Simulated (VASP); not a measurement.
A convergence study with VASP on PrS (space group Fm-3m): one setting is varied, all else stays as given below, so the limit is that of these other settings.

```
PrS
1.0
    0.00000     2.90359     2.90359
    2.90359     0.00000     2.90359
    2.90359     2.90359     0.00000
Pr S
1 1
Cartesian
  0.00000   0.00000   0.00000
  2.90359   2.90359   2.90359
```

All values below come from PBEsol GGA, VASP's PBE PAW potentials (set 64) (plane waves; VASP). The tightest run used: 550 eV cut-off, 20×20×20 Γ-centred mesh, first-order Methfessel-Paxton smearing of 0.10 eV, potentials Pr_3 S.

The 4f electrons are frozen in the core of the lanthanide potential, so 4f levels, which can set the real gap, and their magnetism are missing.

Q: The settings run are 1×1×1 mesh; 2×2×2 mesh; 3×3×3 mesh; 4×4×4 mesh; 5×5×5 mesh; 6×6×6 mesh; 7×7×7 mesh; 8×8×8 mesh; 9×9×9 mesh; 10×10×10 mesh; 11×11×11 mesh; 12×12×12 mesh; 13×13×13 mesh; 14×14×14 mesh; 15×15×15 mesh; 16×16×16 mesh; 17×17×17 mesh; 18×18×18 mesh; 19×19×19 mesh; 20×20×20 mesh. From which on does the energy per atom stay within 0.005 eV/atom of the tightest run?

A: From 8×8×8 mesh on: it is off by 0.0038 there and by no more than 0.005 in any finer run, while 7×7×7 mesh is off by 0.0073.
```
setting        E (eV/atom)  pressure (GPa)  irreducible k-points  difference judged (eV/atom)
-------------  -----------  --------------  --------------------  ---------------------------
1×1×1 mesh         -1.6881           33.90                     1                       5.1968
2×2×2 mesh         -6.9937           -2.93                     3                       0.1087
3×3×3 mesh         -6.8232           -2.73                     4                       0.0617
4×4×4 mesh         -6.8812           -3.33                     8                       0.0037
5×5×5 mesh         -6.8869           -3.46                    10                       0.0020
6×6×6 mesh         -6.9001           -3.52                    16                       0.0152
7×7×7 mesh         -6.8776           -3.38                    20                       0.0073
8×8×8 mesh         -6.8811           -3.37                    29                       0.0038
9×9×9 mesh         -6.8874           -3.45                    35                       0.0025
10×10×10 mesh      -6.8831           -3.43                    47                       0.0019
11×11×11 mesh      -6.8838           -3.43                    56                       0.0012
12×12×12 mesh      -6.8871           -3.48                    72                       0.0022
13×13×13 mesh      -6.8855           -3.46                    84                       0.0005
14×14×14 mesh      -6.8842           -3.44                   104                       0.0008
15×15×15 mesh      -6.8852           -3.45                   120                       0.0003
16×16×16 mesh      -6.8859           -3.46                   145                       0.0009
17×17×17 mesh      -6.8843           -3.45                   165                       0.0006
18×18×18 mesh      -6.8851           -3.45                   195                       0.0001
19×19×19 mesh      -6.8860           -3.46                   220                       0.0011
20×20×20 mesh      -6.8849           -3.45                   256                       0.0000
```

Left out are rungs that failed or repeat a setting and relaxations that didn't move; long series are thinned to 24 rows.

The structure comes from a computed database's PrS entry (Fm-3m); how it stands against other phases isn't given here. The cell was not relaxed at this level. The electron count is odd and the run is not spin-polarised, which forces a metal.
